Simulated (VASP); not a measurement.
VASP input:

File KPOINTS:
```
Automatic mesh
0
Gamma
7 7 7
0 0 0
```

File POSCAR:
```
Si2Mo
1
    0.0000000000     3.0394870000     3.0394870000
    3.0394870000     0.0000000000     3.0394870000
    3.0394870000     3.0394870000     0.0000000000
Mo Si
1 3
Direct
  0.0000000000   0.0000000000   0.0000000000
  0.2500000000   0.2500000000   0.2500000000
  0.7500000000   0.7500000000   0.7500000000
  0.7700000000   0.7700000000   0.7700000000
```

### INCAR
```
SYSTEM = Si2Mo
PREC = Accurate
ENCUT = 400
EDIFF = 1E-6
NELM = 40
ALGO = Normal
LREAL = .FALSE.
LASPH = .TRUE.
ISMEAR = 1
SIGMA = 0.1
GGA = PE
LMAXMIX = 4
LWAVE = .FALSE.
LCHARG = .FALSE.
ISIF = 2
```

POTCAR, in this order: Mo_sv Si (PBE.64 set). Program: vasp_std.

Output

standard output:
```
...
 WARNING: CNORMN: search vector ill defined
DAV:  11     0.851834788603E+03    0.62949E-02   -0.30369E-01  2084   0.320E+00    0.301E+01
 WARNING: CNORMN: search vector ill defined
 WARNING: CNORMN: search vector ill defined
 WARNING: CNORMN: search vector ill defined
 WARNING: CNORMN: search vector ill defined
DAV:  12     0.851903095157E+03    0.68307E-01   -0.35521E-01  2132   0.371E+00    0.720E+00
 WARNING: CNORMN: search vector ill defined
 WARNING: CNORMN: search vector ill defined
 WARNING: CNORMN: search vector ill defined
 WARNING: CNORMN: search vector ill defined
DAV:  13     0.851900495319E+03   -0.25998E-02   -0.26079E-02  2123   0.881E-01    0.831E+00
 WARNING: CNORMN: search vector ill defined
 WARNING: CNORMN: search vector ill defined
 WARNING: CNORMN: search vector ill defined
 WARNING: CNORMN: search vector ill defined
DAV:  14     0.851901850347E+03    0.13550E-02   -0.12447E-02  2058   0.627E-01    0.296E+00
 WARNING: CNORMN: search vector ill defined
 WARNING: CNORMN: search vector ill defined
 WARNING: CNORMN: search vector ill defined
 WARNING: CNORMN: search vector ill defined
DAV:  15     0.851900857901E+03   -0.99245E-03   -0.10955E-02  2174   0.351E-01    0.279E+00
 WARNING: CNORMN: search vector ill defined
 WARNING: CNORMN: search vector ill defined
 WARNING: CNORMN: search vector ill defined
 WARNING: CNORMN: search vector ill defined
DAV:  16     0.851901941126E+03    0.10832E-02   -0.10361E-02  2089   0.406E-01    0.105E+00
 WARNING: CNORMN: search vector ill defined
 WARNING: CNORMN: search vector ill defined
 WARNING: CNORMN: search vector ill defined
 WARNING: CNORMN: search vector ill defined
DAV:  17     0.851901952062E+03    0.10936E-04   -0.45077E-04  1955   0.136E-01    0.161E-01
 WARNING: CNORMN: search vector ill defined
 WARNING: CNORMN: search vector ill defined
 WARNING: CNORMN: search vector ill defined
 WARNING: CNORMN: search vector ill defined
DAV:  18     0.851901959986E+03    0.79239E-05   -0.64773E-05  2250   0.369E-02    0.121E-01
 WARNING: CNORMN: search vector ill defined
 WARNING: CNORMN: search vector ill defined
 WARNING: CNORMN: search vector ill defined
 WARNING: CNORMN: search vector ill defined
DAV:  19     0.851901963310E+03    0.33246E-05   -0.39682E-05  2095   0.201E-02    0.721E-02
 WARNING: CNORMN: search vector ill defined
 WARNING: CNORMN: search vector ill defined

 -----------------------------------------------------------------------------
|                                                                             |
|     EEEEEEE  RRRRRR   RRRRRR   OOOOOOO  RRRRRR      ###     ###     ###     |
|     E        R     R  R     R  O     O  R     R     ###     ###     ###     |
|     E        R     R  R     R  O     O  R     R     ###     ###     ###     |
|     EEEEE    RRRRRR   RRRRRR   O     O  RRRRRR       #       #       #      |
|     E        R   R    R   R    O     O  R   R                               |
|     E        R    R   R    R   O     O  R    R      ###     ###     ###     |
|     EEEEEEE  R     R  R     R  OOOOOOO  R     R     ###     ###     ###     |
|                                                                             |
|     EDDAV: Call to ZHEGV failed. Returncode = 14 2 16                       |
|                                                                             |
|       ---->  I REFUSE TO CONTINUE WITH THIS SICK JOB ... BYE!!! <----       |
|                                                                             |
 -----------------------------------------------------------------------------
```

Question: Read the log: what went wrong, and how is it fixed?

Answer: The cause: one atom is typed twice, on or next to the same site. VASP stops with an error: EDDAV: Call to ZHEGV failed. Returncode = 14 2 16 ----> I REFUSE TO CONTINUE WITH THIS SICK JOB ... BYE!!! <---- To mend it, correct POSCAR.
### POSCAR
```
Si2Mo
1
    0.0000000000     3.0394870000     3.0394870000
    3.0394870000     0.0000000000     3.0394870000
    3.0394870000     3.0394870000     0.0000000000
Mo Si
1 2
Direct
  0.0000000000   0.0000000000   0.0000000000
  0.2500000000   0.2500000000   0.2500000000
  0.7500000000   0.7500000000   0.7500000000
```
The mended run (PBE GGA, plane waves, VASP's PBE PAW potentials (set 64)) converges, and its OSZICAR ends with
```
   1 F= -.20535021E+02 E0= -.20534038E+02  d E =-.294971E-02
```
